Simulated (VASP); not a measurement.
VASP runs on Ti (hcp) share one base input (PBE GGA, plane waves, VASP's PBE PAW potentials (set 64)) and change the settings named in each case.

INCAR:
```
ALGO=Normal
EDIFF=1E-6
ENCUT=400
GGA=PE
ISIF=2
ISMEAR=1
LASPH=T
LCHARG=F
LMAXMIX=4
LREAL=F
LWAVE=F
NELM=100
PREC=Accurate
SIGMA=0.1
SYSTEM=Ti
```

**POSCAR**
```
Ti
9.54720
  0.1575854701  -0.2729459946   0.0000000000
  0.1575854701   0.2729459946   0.0000000000
  0.0000000000   0.0000000000   0.5000000000
Ti
2
Cartesian
  0.1575854701   0.0909821802   0.1250000000
  0.1575854701  -0.0909821802   0.3750000000
```

### KPOINTS
```
K-points
0
gamma
 13 13 7
```

POTCAR, in this order: Ti_sv (PBE.64 set). Program: vasp_std.

```
change                          E(σ→0) (eV/atom)  pressure (GPa)  −TS (eV)  irreducible k-points
------------------------------  ----------------  --------------  --------  --------------------
base run                                 -7.7951           -8.04    0.0004                    84
KPOINTS 1×1×1 Γ-centred mesh             -7.9676           22.23   -0.1005                     1
KPOINTS 4×4×2 Γ-centred mesh             -7.7659           -7.91   -0.0087                     8
KPOINTS 7×7×4 Γ-centred mesh             -7.7970           -7.96    0.0007                    24
KPOINTS 9×9×5 Γ-centred mesh             -7.7957           -8.14    0.0010                    36
KPOINTS 12×12×6 Γ-centred mesh           -7.7950           -7.99    0.0006                    76
KPOINTS 14×14×8 Γ-centred mesh           -7.7961           -8.05    0.0018                   120
KPOINTS 15×15×8 Γ-centred mesh           -7.7959           -8.00    0.0013                   135
```

Left out are runs that ran out of time, are held back, or changed the cell or the kind of run, fixed moments of cells without a moment, rows past the twelfth, gaps on odd meshes, pressures of charged cells and columns that move by less than the noise.

The compound is Ti in the hcp structure. The cell was not relaxed at this level.
